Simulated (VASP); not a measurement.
# YTe: phonons from a supercell

How does the lattice of YTe vibrate? The start is a cell from a database of measured crystal structures.

Method: PBEsol; plane waves and PAW (Te, Y_sv), in VASP 6.6.1.

The database entry behind the starting cell differs from later determinations by our own check (0.1 to 0.3 % short, probably kX units), so it need not match the best structure at ambient conditions.

## (1) Set-up

Symmetry: Fm-3m, No. 225, cubic system. Conventional cell: a = 6.080 Å, b = 6.080 Å, c = 6.080 Å, α = 90.00°, β = 90.00°, γ = 90.00°. Te has 6 Y at 3.04 Å nearest. Nearest to Y lie 6 Te at 3.04 Å. Farther neighbours and most contacts between anions are not listed.

## (2) Relax the host

Cell and atoms are relaxed first, so that later runs start from this functional's own cell.

INCAR reads:

```
SYSTEM = YTe
PREC = Accurate
ENCUT = 350
EDIFF = 1E-06
NELM = 120
ISMEAR = 0
SIGMA = 0.05
LREAL = .FALSE.
ALGO = Normal
GGA = PS
NBANDS = 14
LASPH = .TRUE.
LORBIT = 11
LWAVE = .FALSE.
LCHARG = .FALSE.
KPAR = 4
IBRION = 2
NSW = 40
ISIF = 3
EDIFFG = -0.02
POTIM = 0.4
```

POSCAR reads:

```
YTe
1.0
    0.0000000000      3.0400000000      3.0400000000
    3.0400000000      0.0000000000      3.0400000000
    3.0400000000      3.0400000000      0.0000000000
Te Y
1 1
Direct
    0.0000000000      0.0000000000      0.0000000000
    0.5000000000      0.5000000000      0.5000000000
```

KPOINTS reads:

```
Automatic mesh
0
Gamma
5 5 5
0 0 0
```

Potentials, in the order of the species: Te and Y_sv (PBE family, release 64).

On the command line:

```sh
$ mpirun -np 4 vasp_std
```

What it wrote:

```text
[banner, memory and clock lines left out]
running    4 mpi-ranks, on    1 nodes
 distrk:  each k-point on    1 cores,    4 groups
 distr:  one band on    1 cores,    1 groups

 POSCAR found type information on POSCAR TeY
 POSCAR found :  2 types and       2 ions
|                                                                             |
|               ----> ADVICE to this user running VASP <----                  |
|                                                                             |
|     You enforced a specific xc type in the INCAR file but a different       |
|     [... a line on the potential file left out ...]
|     I HOPE YOU KNOW WHAT YOU ARE DOING!                                     |
|                                                                             |

 LDA part: xc-table for (Slater+PW92), standard interpolation
 POSCAR, INCAR and KPOINTS ok, starting setup
 FFT: planning ... GRIDC
 FFT: planning ... GRID_SOFT
 FFT: planning ... GRID
 WAVECAR not read
 entering main loop
       N       E                     dE             d eps       ncg     rms          rms(c)
DAV:   1     0.455854734847E+02    0.45585E+02   -0.59837E+03   280   0.757E+02
DAV:   2    -0.996694064262E+01   -0.55552E+02   -0.53637E+02   380   0.179E+02
DAV:   3    -0.135160006435E+02   -0.35491E+01   -0.35226E+01   486   0.329E+01
DAV:   4    -0.136052874987E+02   -0.89287E-01   -0.89249E-01   314   0.518E+00
DAV:   5    -0.136070661375E+02   -0.17786E-02   -0.17786E-02   372   0.639E-01    0.234E+01
DAV:   6    -0.131660599361E+02    0.44101E+00   -0.72666E-01   324   0.487E+00    0.165E+01
DAV:   7    -0.131202775362E+02    0.45782E-01   -0.57827E-01   378   0.435E+00    0.300E+00
DAV:   8    -0.131009539122E+02    0.19324E-01   -0.15164E-01   322   0.239E+00    0.383E-01
DAV:   9    -0.131002618015E+02    0.69211E-03   -0.63457E-03   304   0.573E-01    0.229E-01
DAV:  10    -0.131002146223E+02    0.47179E-04   -0.79193E-04   340   0.167E-01    0.182E-01
DAV:  11    -0.131002122923E+02    0.23300E-05   -0.12712E-04   294   0.869E-02    0.278E-02
DAV:  12    -0.131002105878E+02    0.17045E-05   -0.11157E-05   310   0.257E-02    0.177E-02
DAV:  13    -0.131002104410E+02    0.14682E-06   -0.51293E-07   272   0.518E-03
   1 F= -.13100210E+02 E0= -.13098322E+02  d E =-.131002E+02
 curvature:   0.00 expect dE= 0.000E+00 dE for cont linesearch  0.000E+00
 trial: gam= 0.00000 g(F)=  0.106E-59 g(S)=  0.146E-03 ort = 0.000E+00 (trialstep = 0.100E+01)
 search vector abs. value=  0.146E-03
 bond charge predicted
       N       E                     dE             d eps       ncg     rms          rms(c)
DAV:   1    -0.131010045679E+02   -0.79398E-03   -0.14690E-02   408   0.822E-01    0.207E-01
DAV:   2    -0.131004077668E+02    0.59680E-03   -0.15076E-03   362   0.285E-01    0.115E-01
DAV:   3    -0.131002204129E+02    0.18735E-03   -0.89128E-04   460   0.164E-01    0.946E-02
DAV:   4    -0.131002424451E+02   -0.22032E-04   -0.39086E-05   310   0.488E-02    0.329E-02
DAV:   5    -0.131002459396E+02   -0.34945E-05   -0.44733E-05   428   0.281E-02    0.834E-03
DAV:   6    -0.131002465322E+02   -0.59254E-06   -0.15622E-06   328   0.795E-03
   2 F= -.13100247E+02 E0= -.13098369E+02  d E =-.360912E-04
 trial-energy change:   -0.000036  1 .order   -0.000037   -0.000146    0.000072
 step:   0.6696(harm=  0.6696)  dis= 0.00000  next Energy=   -13.100259 (dE=-0.490E-04)
 reached required accuracy - stopping structural energy minimisation
```

It took 6.6 s on 4 MPI ranks of AMD EPYC 9R45, shared host; peak memory 0.55 GiB.

Lines that name or quote the potential files are left out of all logs, and their timing lines are given in words.

From OUTCAR (step 2):

```text
ion  position               nearest neighbor table
   1  0.000  0.000  0.000-   2 3.04   2 3.04   2 3.04   2 3.04   2 3.04   2 3.04
   2  0.500  0.500  0.500-   1 3.04   1 3.04   1 3.04   1 3.04   1 3.04   1 3.04

  LATTYP: Found a face centered cubic cell.
 ALAT       =     6.0800000000

 Subroutine GETGRP returns: Found 48 space group operations
 (whereof 48 operations were pure point group operations)

The static configuration has the point symmetry O_h .

 Found     10 irreducible k-points:

   k-points           NKPTS =     10   k-points in BZ     NKDIM =     10   number of bands    NBANDS=     14

   dimension x,y,z NGX =    28 NGY =   28 NGZ =   28
   dimension x,y,z NGXF=    56 NGYF=   56 NGZF=   56

   ENCUT  =  350.0 eV  25.72 Ry    5.07 a.u.   6.56  6.56  6.56*2*pi/ulx,y,z

   NELECT =      17.0000    total number of electrons

 k-points in reciprocal lattice and weights: Automatic mesh
   0.00000000  0.00000000  0.00000000       0.008
   0.20000000  0.00000000  0.00000000       0.064
   0.40000000  0.00000000  0.00000000       0.064
   0.20000000  0.20000000  0.00000000       0.048
   0.40000000  0.20000000  0.00000000       0.192
  -0.40000000  0.20000000  0.00000000       0.192
  -0.20000000  0.20000000  0.00000000       0.096
   0.40000000  0.40000000  0.00000000       0.048
  -0.40000000  0.40000000  0.00000000       0.096
  -0.40000000  0.40000000  0.20000000       0.192

 average (electrostatic) potential at core
       1 -88.2898       2 -34.6654

 E-fermi :   7.0546

 k-point     1 :       0.0000    0.0000    0.0000
  band No.  band energies     occupation
    ...
      7       4.7360      2.00000
      8       4.7360      2.00000
      9       6.6311      2.00000
     10       6.6311      2.00000
     11       6.6311      2.00000
     12       7.2496      0.00000
     13       7.2496      0.00000
     14       8.3845      0.00000

 k-point     2 :       0.2000    0.0000    0.0000
  band No.  band energies     occupation
    ...
      5      -6.0173      2.00000
      6       2.7616      2.00000
      7       3.7367      2.00000
      8       3.7367      2.00000
      9       6.9948      1.90887
     10       7.1804      0.00037
     11       7.1804      0.00037
     12       8.8553      0.00000
     13       8.8553      0.00000
     14      10.2714      0.00000

 k-point     3 :       0.4000    0.0000    0.0000
  band No.  band energies     occupation
    ...
      4     -16.7861      2.00000
      5      -5.3409      2.00000
      6       0.8289      2.00000
      7       2.8633      2.00000
      8       2.8633      2.00000
      9       7.8199      0.00000
     10       8.3610      0.00000
     11       8.3610      0.00000
     12       9.7256      0.00000
     13      11.2253      0.00000
    ...

  Total       -0.0248126     -0.0248126     -0.0248126      0.0000000      0.0000000     -0.0000000
  in kB       -0.7054526     -0.7054526     -0.7054526      0.0000000      0.0000000     -0.0000000
  external PRESSURE =      -0.7054526 kB  Pullay stress =       0.0000000 kB

  energy-cutoff  :      350.00
  volume of cell :       56.35
      direct lattice vectors                 reciprocal lattice vectors
    -0.000000000  3.042949440  3.042949440    -0.164314265  0.164314265  0.164314265
     3.042949440  0.000000000  3.042949440     0.164314265 -0.164314265  0.164314265
     3.042949440  3.042949440  0.000000000     0.164314265  0.164314265 -0.164314265

 POSITION                                       TOTAL-FORCE (eV/Angst)
 -----------------------------------------------------------------------------------
      6.08590      3.04295      3.04295        -0.000000      0.000000     -0.000000
      3.04295      3.04295      3.04295         0.000000     -0.000000      0.000000
 -----------------------------------------------------------------------------------
    total drift:                                0.000000      0.000000      0.000000

  FREE ENERGIE OF THE ION-ELECTRON SYSTEM (eV)
  ---------------------------------------------------
  free  energy   TOTEN  =       -13.1002465322 eV

  energy  without entropy=      -13.0964914668  energy(sigma->0) =      -13.09836900

 reached required accuracy - stopping structural energy minimisation

 total charge
# of ion       s       p       d       f       tot
--------------------------------------------------
    1        1.339   2.140   0.046   0.000   3.525
    2        2.156   6.258   1.070   0.038   9.522
--------------------------------------------------
tot          3.494   8.398   1.116   0.038  13.047

[... 3 further parts left out ...]
```

This run has no spin polarisation. Its electron count is odd, so without a moment it is a metal by construction. The k-mesh is coarse for a metal. The PAW data sets were made with PBE, which is usual practice but a small mismatch for other functionals. The run keeps the 48 symmetry operations of its start, so it cannot find a distortion of lower symmetry.

Little changed from the start: no atom moved by 0.005 Å and no cell edge by 0.1 %.

This step gave:

* electronic cycles: 19
* electrons: 17
* free energy (TOTEN): -13.10 eV
* energy at zero smearing: -13.10 eV
* Fermi energy: 7.055 eV
* pressure: -0.07055 GPa
* labelled metallic, from the levels on this mesh: yes

The run ended after 2 ionic steps, 0.000 eV below its first step, once forces and stress met EDIFFG = -0.02.

## (3) Tight relaxation

Force constants are second derivatives, so residual forces and stress must first be far smaller than in an ordinary relaxation. Smearing and mesh differ from the relaxation before, which can move the cell too.

INCAR reads:

```
SYSTEM = YTe
PREC = Accurate
ENCUT = 350
EDIFF = 1E-08
NELM = 120
ISMEAR = 1
SIGMA = 0.2
LREAL = .FALSE.
ALGO = Fast
GGA = PS
NBANDS = 14
LASPH = .TRUE.
LORBIT = 11
LWAVE = .FALSE.
LCHARG = .FALSE.
KPAR = 4
IBRION = 1
NSW = 30
ISIF = 3
EDIFFG = -0.002
POTIM = 0.4
```

POSCAR reads:

```
YTe
1.0
    0.0000000000      3.0429494400      3.0429494400
    3.0429494400      0.0000000000      3.0429494400
    3.0429494400      3.0429494400      0.0000000000
Te Y
1 1
Direct
    0.0000000000      0.0000000000      0.0000000000
    0.5000000000      0.5000000000      0.5000000000
```

KPOINTS reads:

```
Automatic mesh
0
Gamma
9 9 9
0 0 0
```

On the command line:

```sh
$ mpirun -np 4 vasp_std
```

What it wrote:

```text
[banner, memory and clock lines left out]
running    4 mpi-ranks, on    1 nodes
 distrk:  each k-point on    1 cores,    4 groups
 distr:  one band on    1 cores,    1 groups

 POSCAR found type information on POSCAR TeY
 POSCAR found :  2 types and       2 ions
 [... a notice as in an earlier step ...]

 LDA part: xc-table for (Slater+PW92), standard interpolation
 POSCAR, INCAR and KPOINTS ok, starting setup
 FFT: planning ... GRIDC
 FFT: planning ... GRID_SOFT
 FFT: planning ... GRID
 WAVECAR not read
 entering main loop
       N       E                     dE             d eps       ncg     rms          rms(c)
DAV:   1     0.456651485958E+02    0.45665E+02   -0.60411E+03   988   0.771E+02
DAV:   2    -0.102354679247E+02   -0.55901E+02   -0.53370E+02  1366   0.182E+02
DAV:   3    -0.135444221655E+02   -0.33090E+01   -0.32860E+01  1636   0.329E+01
DAV:   4    -0.136020488581E+02   -0.57627E-01   -0.57599E-01  1180   0.434E+00
DAV:   5    -0.136029914153E+02   -0.94256E-03   -0.94255E-03  1324   0.487E-01    0.232E+01
RMM:   6    -0.131524138961E+02    0.45058E+00   -0.65149E-01  1052   0.375E+00    0.153E+01
RMM:   7    -0.131339266405E+02    0.18487E-01   -0.11263E+00  1124   0.493E+00    0.342E+00
RMM:   8    -0.131060860294E+02    0.27841E-01   -0.33111E-01  1045   0.294E+00    0.107E+00
RMM:   9    -0.130948971617E+02    0.11189E-01   -0.52198E-02  1113   0.117E+00    0.292E-01
RMM:  10    -0.130971374277E+02   -0.22403E-02   -0.17096E-02  1211   0.579E-01    0.568E-01
RMM:  11    -0.130966759697E+02    0.46146E-03   -0.26977E-03  1181   0.272E-01    0.497E-01
RMM:  12    -0.130963097503E+02    0.36622E-03   -0.85589E-04  1182   0.172E-01    0.382E-01
RMM:  13    -0.130960741738E+02    0.23558E-03   -0.26349E-04  1180   0.117E-01    0.293E-01
RMM:  14    -0.130957906804E+02    0.28349E-03   -0.51170E-04  1093   0.145E-01    0.126E-01
RMM:  15    -0.130957889192E+02    0.17612E-05   -0.94263E-05  1166   0.654E-02    0.819E-02
RMM:  16    -0.130957816467E+02    0.72725E-05   -0.34159E-05  1209   0.315E-02    0.669E-02
RMM:  17    -0.130957728820E+02    0.87648E-05   -0.17916E-05  1193   0.287E-02    0.511E-02
RMM:  18    -0.130957652960E+02    0.75860E-05   -0.47630E-05  1176   0.368E-02    0.446E-03
RMM:  19    -0.130957662536E+02   -0.95767E-06   -0.80577E-06  1173   0.169E-02    0.525E-03
RMM:  20    -0.130957662844E+02   -0.30755E-07   -0.15032E-06  1213   0.596E-03    0.512E-03
RMM:  21    -0.130957661850E+02    0.99386E-07   -0.28889E-07  1158   0.269E-03    0.274E-03
RMM:  22    -0.130957660155E+02    0.16947E-06   -0.12649E-07  1110   0.255E-03    0.972E-04
 num prob  num prob  num prob  num prob  num prob RMM:  23    -0.130957660243E+02   -0.88171E-08   -0.22136E-08   785   0.969E-04
   1 F= -.13095766E+02 E0= -.13095456E+02  d E =-.130958E+02
 BRION: g(F)=  0.348E-59 g(S)=  0.307E-03
 bond charge predicted
       N       E                     dE             d eps       ncg     rms          rms(c)
DAV:   1    -0.130974257334E+02   -0.16597E-02   -0.30673E-02  1320   0.119E+00    0.301E-01
RMM:   2    -0.130961417909E+02    0.12839E-02   -0.25837E-03  1017   0.378E-01    0.151E-01
RMM:   3    -0.130957665705E+02    0.37522E-03   -0.21131E-03  1098   0.309E-01    0.138E-01
RMM:   4    -0.130958349830E+02   -0.68412E-04   -0.37471E-04  1147   0.119E-01    0.239E-02
RMM:   5    -0.130958494849E+02   -0.14502E-04   -0.21722E-04  1187   0.778E-02    0.204E-02
RMM:   6    -0.130958554935E+02   -0.60085E-05   -0.47157E-05  1260   0.355E-02    0.259E-02
WARNING in EDDRMM: call to ZHEGV failed, returncode =   6  3      5
RMM:   7    -0.130958581985E+02   -0.27051E-05   -0.12375E-05  1286   0.158E-02    0.211E-02
RMM:   8    -0.130958648992E+02   -0.67006E-05   -0.17595E-05  1109   0.305E-02    0.220E-02
RMM:   9    -0.130958630368E+02    0.18623E-05   -0.35264E-06  1115   0.115E-02    0.824E-03
WARNING in EDDRMM: call to ZHEGV failed, returncode =   6  3      5
RMM:  10    -0.130958630920E+02   -0.55133E-07   -0.11069E-06  1237   0.506E-03    0.690E-03
 num prob  num prob RMM:  11    -0.130958630865E+02    0.54238E-08   -0.32873E-07  1090   0.270E-03    0.576E-03
 num prob  num prob  num prob  num prob  num prob RMM:  12    -0.130958631840E+02   -0.97453E-07   -0.16073E-07   987   0.203E-03    0.476E-03
RMM:  13    -0.130958630122E+02    0.17176E-06   -0.28584E-07  1186   0.297E-03    0.239E-03
 num prob  num prob  num prob  num prob  num prob  num prob RMM:  14    -0.130958629672E+02    0.44988E-07   -0.52868E-08   942   0.179E-03    0.174E-03
 num prob WARNING in EDDRMM: call to ZHEGV failed, returncode =   8  4      6
 num prob RMM:  15    -0.130958629694E+02   -0.22103E-08   -0.76643E-08   842   0.123E-03
   2 F= -.13095863E+02 E0= -.13095544E+02  d E =-.969451E-04
 BRION: g(F)=  0.170E-59 g(S)=  0.407E-04 retain N=  1 mean eig= 0.73
 eig:   0.733
 bond charge predicted
       N       E                     dE             d eps       ncg     rms          rms(c)
DAV:   1    -0.130959904855E+02   -0.12752E-03   -0.22013E-03  1362   0.319E-01    0.797E-02
RMM:   2    -0.130959001918E+02    0.90294E-04   -0.18377E-04  1022   0.101E-01    0.404E-02
RMM:   3    -0.130958744103E+02    0.25781E-04   -0.15450E-04  1101   0.830E-02    0.369E-02
RMM:   4    -0.130958777494E+02   -0.33391E-05   -0.26225E-05  1141   0.313E-02    0.660E-03
RMM:   5    -0.130958787267E+02   -0.97733E-06   -0.15992E-05  1170   0.212E-02    0.547E-03
RMM:   6    -0.130958791193E+02   -0.39255E-06   -0.35624E-06  1254   0.983E-03    0.717E-03
 num prob RMM:   7    -0.130958791895E+02   -0.70185E-07   -0.90749E-07  1233   0.431E-03    0.625E-03
RMM:   8    -0.130958789703E+02    0.21918E-06   -0.26136E-06  1108   0.113E-02    0.102E-02
RMM:   9    -0.130958789076E+02    0.62724E-07   -0.53539E-07  1078   0.440E-03    0.348E-03
 num prob  num prob  num prob  num prob RMM:  10    -0.130958789255E+02   -0.17905E-07   -0.90838E-08  1036   0.199E-03    0.262E-03
 num prob  num prob  num prob RMM:  11    -0.130958789397E+02   -0.14179E-07   -0.59356E-08   906   0.132E-03    0.186E-03
 num prob  num prob  num prob  num prob  num prob  num prob RMM:  12    -0.130958789314E+02    0.82771E-08   -0.21341E-08   807   0.115E-03
   3 F= -.13095879E+02 E0= -.13095563E+02  d E =-.159619E-04
 BRION: g(F)=  0.346E-59 g(S)=  0.581E-06 retain N=  1 mean eig= 0.83
 eig:   0.833
 reached required accuracy - stopping structural energy minimisation
```

Elapsed: 24 s, on 4 MPI ranks; peak memory 0.6 GiB.

From OUTCAR (step 3):

```text
  LATTYP: Found a face centered cubic cell.
 ALAT       =     6.0858988800

The static configuration has the point symmetry O_h .

 Found     35 irreducible k-points:

   k-points           NKPTS =     35   k-points in BZ     NKDIM =     35   number of bands    NBANDS=     14

   NELECT =      17.0000    total number of electrons

 E-fermi :   6.9299

 k-point     1 :       0.0000    0.0000    0.0000
  band No.  band energies     occupation
    ...
      7       4.7704      2.00000
      8       4.7704      2.00000
      9       6.6617      2.06740
     10       6.6617      2.06740
     11       6.6617      2.06740
     12       7.2872     -0.02991
     13       7.2872     -0.02991
     14       8.4395     -0.00000

 k-point     2 :       0.1111    0.0000    0.0000
  band No.  band energies     occupation
    ...
      7       4.3322      2.00000
      8       4.3322      2.00000
      9       6.8645      1.52178
     10       6.8645      1.52178
     11       6.8679      1.49733
     12       7.8892     -0.00000
     13       7.8892     -0.00000
     14       9.1994     -0.00000

  Total        0.0031675      0.0031675      0.0031675      0.0000000      0.0000000     -0.0000000
  in kB        0.0903347      0.0903347      0.0903347      0.0000000      0.0000000     -0.0000000
  external PRESSURE =       0.0903347 kB  Pullay stress =       0.0000000 kB

  energy-cutoff  :      350.00
  volume of cell :       56.18
      direct lattice vectors                 reciprocal lattice vectors
    -0.000000000  3.039815215  3.039815215    -0.164483682  0.164483682  0.164483682
     3.039815215 -0.000000000  3.039815215     0.164483682 -0.164483682  0.164483682
     3.039815215  3.039815215  0.000000000     0.164483682  0.164483682 -0.164483682

 POSITION                                       TOTAL-FORCE (eV/Angst)
 -----------------------------------------------------------------------------------
     -0.00000      0.00000     -0.00000         0.000000      0.000000      0.000000
      3.03982      3.03982      3.03982        -0.000000     -0.000000     -0.000000
 -----------------------------------------------------------------------------------
    total drift:                                0.000000      0.000000      0.000000

  FREE ENERGIE OF THE ION-ELECTRON SYSTEM (eV)
  ---------------------------------------------------
  free  energy   TOTEN  =       -13.0958789314 eV

  energy  without entropy=      -13.0949310270  energy(sigma->0) =      -13.09556296

 total charge
# of ion       s       p       d       f       tot
--------------------------------------------------
    1        1.335   2.147   0.047   0.000   3.528
    2        2.151   6.261   1.081   0.038   9.532
--------------------------------------------------
tot          3.486   8.408   1.128   0.038  13.060

[... 5 parts as in an earlier step ...]

[... 6 further parts left out ...]
```

CONTCAR:

```
YTe
   1.00000000000000
    -0.0000000000000000    3.0398152147573558    3.0398152147573558
     3.0398152147573558   -0.0000000000000000    3.0398152147573558
     3.0398152147573558    3.0398152147573558    0.0000000000000000
  Te              Y
     1     1
Direct
    -0.0000000000000000   -0.0000000000000000    0.0000000000000000
     0.5000000000000000    0.5000000000000000    0.5000000000000000
```

The steps of the relaxation:

| step | energy less that of the first step (eV) | largest force (eV/Å) | pressure (GPa) | volume (Å³) |
| --- | --- | --- | --- | --- |
| 1 | 0.0000 | 0.0000 | -0.21 | 56.35 |
| 2 | -0.0001 | 0.0000 | 0.08 | 56.12 |
| 3 | -0.0001 | 0.0000 | 0.01 | 56.18 |

| conventional cell, symmetrised | before | after | change |
| --- | --- | --- | --- |
| a (Å) | 6.086 | 6.080 | -0.1 % |
| b (Å) | 6.086 | 6.080 | -0.1 % |
| c (Å) | 6.086 | 6.080 | -0.1 % |
| volume (Å³/atom) | 28.18 | 28.09 | -0.3 % |

The relaxed structure:

```
Te Y
1.0
     0.00000    3.03982    3.03982
     3.03982    0.00000    3.03982
     3.03982    3.03982    0.00000
Te Y
1 1
Direct
  0.00000 0.00000 0.00000
  0.50000 0.50000 0.50000
```

Numbers from this step:

| Property | Result |
| --- | --- |
| electronic cycles | 50 |
| Fermi energy | 6.930 eV |
| pressure | 0.009033 GPa |

The run ended after 3 ionic steps, 0.000 eV below its first step, once forces and stress met EDIFFG = -0.002.

(Continued in part 2 of 2.)

[Lines on the potential files, build, host, timing and source positions are cut from VASP's logs without a mark.]

[Logs are printed without paths, hosts, clocks, repeated set-up lines and the standing remarks that a program may print on its own settings, such as how far it seeks lower states.]

[Hosts, paths, dates, database ids (printed as entryN), source tags and the programs' standing remarks are cut or masked in the printed files.]

[Runs that stopped without an error message from VASP are left out.]
